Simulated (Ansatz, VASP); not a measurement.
**CuTe in VASP and in Ansatz**

INCAR

```
ALGO = Normal
EDIFF = 1E-6
ENCUT = 520
GGA = CA
ISIF = 2
ISMEAR = 0
ISPIN = 2
LASPH = T
LCHARG = F
LDAU = T
LDAUJ = 0.9 0
LDAUL = 2 -1
LDAUPRINT = 1
LDAUTYPE = 1
LDAUU = 8 0
LMAXMIX = 4
LORBIT = 11
LREAL = F
LWAVE = F
MAGMOM = 0 0 0 0
NBANDS = 29
NELM = 150
PREC = Accurate
SIGMA = 0.05
```

File KPOINTS:

```
k-points
0
Gamma
  6 5 3
```

The input POSCAR:

```
CuTe
1.0
    3.0999997600      0.0000000000      0.0000000000
    0.0000000000      4.0199996900      0.0000000000
    0.0000000000      0.0000000000      6.8599994700
Cu Te
2 2
Direct
    0.0000000000      0.5000000000      0.4490000000
    0.5000000000      0.0000000000      0.5510000000
    0.0000000000      0.0000000000      0.2230000000
    0.5000000000      0.5000000000      0.7770000000
```

Input for Ansatz:

```yaml
crystal:
  lattice:
    - [3.09999976, 0.0, 0.0]
    - [0.0, 4.01999969, 0.0]
    - [0.0, 0.0, 6.85999947]
  atoms:
    - { symbol: Cu, position: [0.0, 0.5, 0.449], spin: 1.0 }
    - { symbol: Cu, position: [0.5, 0.0, 0.551], spin: -1.0 }
    - { symbol: Te, position: [0.0, 0.0, 0.223] }
    - { symbol: Te, position: [0.5, 0.5, 0.777] }
basis:
  ecutwfc: 420
  ecutrho_ratio: 4
kpoints:
  mp_grid: { grid: [6, 5, 3] }
hamiltonian:
  xc: lda
  hubbard:
    sites:
      - { site: 0, l: d, u: 8.0, j: 0.9, starting_ns: [{ spin: up, occupation_matrix: s0up }, { spin: down, occupation_matrix: s0down }] }
      - { site: 1, l: d, u: 8.0, j: 0.9, starting_ns: [{ spin: up, occupation_matrix: s1up }, { spin: down, occupation_matrix: s1down }] }
    occupation_matrices:
      s0up:
        matrix:
          - [0.97, 0.0, 0.0, 0.0, 0.0]
          - [0.0, 0.97, 0.0, 0.0, 0.0]
          - [0.0, 0.0, 0.97, 0.0, 0.0]
          - [0.0, 0.0, 0.0, 0.97, 0.0]
          - [0.0, 0.0, 0.0, 0.0, 0.97]
      s0down:
        matrix:
          - [0.60239, 0.18973, -0.38539, 0.0, 0.17194]
          - [0.18973, 0.87207, 0.19891, 0.0, -0.08875]
          - [-0.38539, 0.19891, 0.56596, 0.0, 0.18026]
          - [0.0, 0.0, 0.0, 0.97, 0.0]
          - [0.17194, -0.08875, 0.18026, 0.0, 0.88957]
      s1up:
        matrix:
          - [0.60239, 0.18973, -0.38539, 0.0, 0.17194]
          - [0.18973, 0.87207, 0.19891, 0.0, -0.08875]
          - [-0.38539, 0.19891, 0.56596, 0.0, 0.18026]
          - [0.0, 0.0, 0.0, 0.97, 0.0]
          - [0.17194, -0.08875, 0.18026, 0.0, 0.88957]
      s1down:
        matrix:
          - [0.97, 0.0, 0.0, 0.0, 0.0]
          - [0.0, 0.97, 0.0, 0.0, 0.0]
          - [0.0, 0.0, 0.97, 0.0, 0.0]
          - [0.0, 0.0, 0.0, 0.97, 0.0]
          - [0.0, 0.0, 0.0, 0.0, 0.97]
    ns_hold: { iters: 12 }
scf:
  occupations: { method: gaussian, width: 0.05 }
  lower_state_search: "off"
  max_iter: 150
output:
  forces: true
  stress: true
  eigenvalues: true
  populations: true
  hubbard: { sites: [{ site: 0, l: d }, { site: 1, l: d }] }
magnetization:
  spin_polarized: true
```

Alike in both runs: task single point; functional LDA; k mesh 6 × 5 × 3; occupations gaussian, width 0.05 eV; collinear spin; Hubbard terms Cu d U = 8.0 eV, J = 0.9 eV.

```csv
,VASP,Ansatz
version,VASP 6.6.1,Ansatz 0.2.0
potentials or method,"VASP PAW LDA potentials, release 64 (Cu, Te)","scalar-relativistic, plane waves, PAW"
plane-wave cutoff (eV),520,420
valence electrons in the cell,34,70
```

```csv
,VASP,Ansatz,Ansatz less VASP
gap on the k mesh at the Fermi level (eV),none,none,-
pressure (GPa),-1.8,-0.1,+1.74
largest component of the traceless stress (GPa),0.23,0.91,+0.686
rms of the force components (eV/Å),0.133,0.131,-0.0018
net moment per atom (μB),0.00,0.00,0.000
```

The programs project onto different local orbitals, so the same U acts differently. Atom by atom the forces differ by 0.133 eV/Å (rms over components). A gap of «none» marks a metal or a gap that the smearing closes. The two sets of potentials don't hold the same shells in valence. Ansatz warned: «filled_band_counts_differ_across_k_points».

Caveats: the U is typed as a test and isn't derived for this compound. The state reached can hang on the start; a lower one may exist. The runs have no spin-orbit coupling, so splittings on Te are missing.
